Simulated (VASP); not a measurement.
Input for VASP

INCAR:
```
# general
SYSTEM   =  TiSe2
PREC     =  Accurate
ENCUT    =  480
LREAL    =  .FALSE.
LASPH    =  .TRUE.

# electronic loop
EDIFF    =  1E-6
NELM     =  100
ALGO     =  Normal
LMAXMIX  =  4

# smearing
ISMEAR   =  1
SIGMA    =  0.1

# ions
IBRION   =  2
NSW      =  60
ISIF     =  3
EDIFFG   =  -0.02

# output
LWAVE    =  .FALSE.
LCHARG   =  .FALSE.
```

KPOINTS:
```
Automatic mesh
0
Gamma
9 9 5
0 0 0
```

POSCAR:
```
TiSe2
1
    3.4351147664    -0.0000000000    -0.0000000000
   -1.7175573832     2.9748967170     0.0000000000
   -0.0000000000    -0.0000000000     5.8015508910
Ti Se
1 2
Direct
  0.0000000000   0.0000000000   0.0000000000
  0.3333330000   0.6666670000   0.2647787293
  0.6666670000   0.3333330000   0.7352212707
```

POTCAR, in this order: Ti_sv Se (LDA.64 set). Program: vasp_std.

Problem. Translate this LDA calculation to Ansatz.

Solution. One equivalent input (not run):
Ansatz 0.2 input:
```yaml
crystal:
  lattice:
    - [3.4351148, 0.0000000, 0.0000000]
    - [-1.7175574, 2.9748967, 0.0000000]
    - [0.0000000, 0.0000000, 5.8015509]
  atoms:
    - { symbol: Ti, position: [0.0000000, 0.0000000, 0.0000000] }
    - { symbol: Se, position: [0.3333330, 0.6666670, 0.2647787] }
    - { symbol: Se, position: [0.6666670, 0.3333330, 0.7352213] }
kpoints:
  mp_grid: { grid: [9, 9, 5] }
hamiltonian:
  xc: lda
  pseudopotentials: { kind: paw }
scf:
  occupations: { method: methfessel_paxton, width: 0.1 }
  max_iter: 100
relax:
  max_steps: 60
  f_tol: 0.02
  cell: {}
output: { forces: true, stress: true, eigenvalues: true }
```
What does not carry over: each code has its own PAW files, so the cut-off isn't converted (ENCUT is set for VASP's; basis.ecutwfc is left out, and Ansatz then takes the one that its files recommend); Ansatz stops its SCF on the density residual and VASP on the energy change (EDIFF); Ansatz's lda is the Perdew-Wang form, while the LDA potentials of VASP carry Perdew-Zunger's.

The compound is TiSe2 in the 1T layered structure. This run relaxes it. Symmetry was kept, so distortions that lower it aren't found. The start is the result of an earlier pass.
